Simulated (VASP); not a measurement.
```yaml
crystal:
  lattice:
    - [2.29500, -3.97506, 0.00000]
    - [2.29500, 3.97506, 0.00000]
    - [0.00000, 0.00000, 7.51000]
  atoms:
    - { symbol: Ag, position: [0.66667, 0.33333, 0.50000] }
    - { symbol: Ag, position: [0.33333, 0.66667, 0.00000] }
    - { symbol: I, position: [0.66667, 0.33333, 0.87500] }
    - { symbol: I, position: [0.33333, 0.66667, 0.37500] }
```

All values below come from AM05 GGA, VASP's PBE PAW potentials (set 64) (plane waves; VASP). Settings: 520 eV cut-off, 6×6×4 Γ-centred mesh, tetrahedra with Blöchl corrections, potentials Ag I.

Unless said otherwise, spin-orbit coupling is left out, though it shifts the bands of the heavy elements here.

Question: What does the run give for the energy per atom (σ→0), band gap (on the k-mesh) with the smallest direct gap where there is one?

Answer: 
band gap (on the k-mesh): 1.35 eV
smallest direct gap (on the k-mesh): 1.35 eV
energy per atom (σ→0): -2.478 eV/atom

The compound is AgI in the wurtzite structure. The cell was not relaxed at this level.
